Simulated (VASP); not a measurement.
Input:

```yaml
crystal:
  lattice:
    - [4.76364, 0.00000, 0.00000]
    - [0.00000, 4.76364, 0.00000]
    - [0.00000, 0.00000, 3.18034]
  atoms:
    - { symbol: Zn, position: [0.00000, 0.00000, 0.00000] }
    - { symbol: Zn, position: [0.50000, 0.50000, 0.50000] }
    - { symbol: F, position: [0.30347, 0.30347, 0.00000] }
    - { symbol: F, position: [0.80347, 0.19653, 0.50000] }
    - { symbol: F, position: [0.19653, 0.80347, 0.50000] }
    - { symbol: F, position: [0.69653, 0.69653, 0.00000] }
```

Calculation: PBE GGA with D3 dispersion (Becke-Johnson damping), VASP's PBE PAW potentials (set 64) (plane waves; VASP). Settings: 520 eV cut-off, 5×5×8 Γ-centred mesh, tetrahedra with Blöchl corrections, potentials Zn F.

Q: Predict the energy per atom (σ→0), band gap (on the k-mesh) with the smallest direct gap where there is one.

A: 
- band gap (on the k-mesh): 3.43 eV
- smallest direct gap (on the k-mesh): 3.43 eV
- energy per atom (σ→0): -4004 meV/atom

The compound is ZnF2 in the rutile structure. It was relaxed first.
